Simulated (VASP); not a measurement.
Output of a VASP run:

### OSZICAR
```
       N       E                     dE             d eps       ncg     rms          rms(c)
DAV:   1    -0.248195827928E+01   -0.24820E+01   -0.13028E+03   354   0.583E+02
DAV:   2    -0.625445326063E+01   -0.37725E+01   -0.37725E+01   468   0.602E+01
DAV:   3    -0.634128303233E+01   -0.86830E-01   -0.86830E-01   438   0.857E+00
DAV:   4    -0.634239857059E+01   -0.11155E-02   -0.11155E-02   456   0.846E-01
DAV:   5    -0.634241176074E+01   -0.13190E-04   -0.13190E-04   468   0.718E-02    0.282E+00
DAV:   6    -0.616052967679E+01    0.18188E+00   -0.16606E-01   384   0.179E+00    0.140E+00
DAV:   7    -0.610276372005E+01    0.57766E-01   -0.20965E-01   450   0.226E+00    0.225E-01
DAV:   8    -0.610486412090E+01   -0.21004E-02   -0.57636E-03   408   0.640E-01    0.452E-02
DAV:   9    -0.610480933594E+01    0.54785E-04   -0.24593E-04   498   0.890E-02    0.105E-02
DAV:  10    -0.610480657082E+01    0.27651E-05   -0.69712E-06   390   0.251E-02    0.359E-03
DAV:  11    -0.610480584906E+01    0.72176E-06   -0.62542E-07   246   0.559E-03
   1 F= -.61048058E+01 E0= -.61048058E+01  d E =-.816424E-13
```

File OUTCAR:
```
------------------------ aborting loop because EDIFF is reached ----------------------------------------
  FORCE on cell =-STRESS in cart. coord.  units (eV):
  Direction    XX          YY          ZZ          XY          YZ          ZX
  --------------------------------------------------------------------------------------
  Total       -0.4041072     -0.4041072     -0.4041072      0.0000000      0.0000000     -0.0000000
  in kB      -35.9323941    -35.9323941    -35.9323941      0.0000000      0.0000000     -0.0000000
  external PRESSURE =     -35.9323941 kB  Pullay stress =       0.0000000 kB
  volume of cell :       18.02
      direct lattice vectors                 reciprocal lattice vectors
     0.000000000  2.080800000  2.080800000    -0.240292195  0.240292195  0.240292195
     2.080800000  0.000000000  2.080800000     0.240292195 -0.240292195  0.240292195
     2.080800000  2.080800000  0.000000000     0.240292195  0.240292195 -0.240292195
  FREE ENERGIE OF THE ION-ELECTRON SYSTEM (eV)
  ---------------------------------------------------
  free  energy   TOTEN  =        -6.1048058491 eV

  energy  without entropy=       -6.1048058491  energy(sigma->0) =       -6.10480585
```
(Selected blocks of OUTCAR.)

POSCAR:
```
LiH
1
    0.0000000000     2.0808000000     2.0808000000
    2.0808000000     0.0000000000     2.0808000000
    2.0808000000     2.0808000000     0.0000000000
Li H
1 1
Direct
  0.0000000000   0.0000000000   0.0000000000
  0.5000000000   0.5000000000   0.5000000000
```

Reconstruct the remaining input files.

One answer among several that fit: the input of the run itself, PBE GGA, plane waves, VASP's PBE PAW potentials (set 64).

### KPOINTS
```
Automatic mesh
0
Gamma
8 8 8
0 0 0
```

### INCAR
```
SYSTEM = LiH
PREC = Accurate
ENCUT = 520
EDIFF = 1E-6
NELM = 100
ALGO = Normal
LREAL = .FALSE.
LASPH = .TRUE.
ISMEAR = 0
SIGMA = 0.05
GGA = PE
LWAVE = .FALSE.
LCHARG = .FALSE.
ISIF = 2
```

POTCAR, in this order: Li_sv H (PBE.64 set). Program: vasp_std.

The compound is LiH in the rock salt structure. The cell was not relaxed at this level.
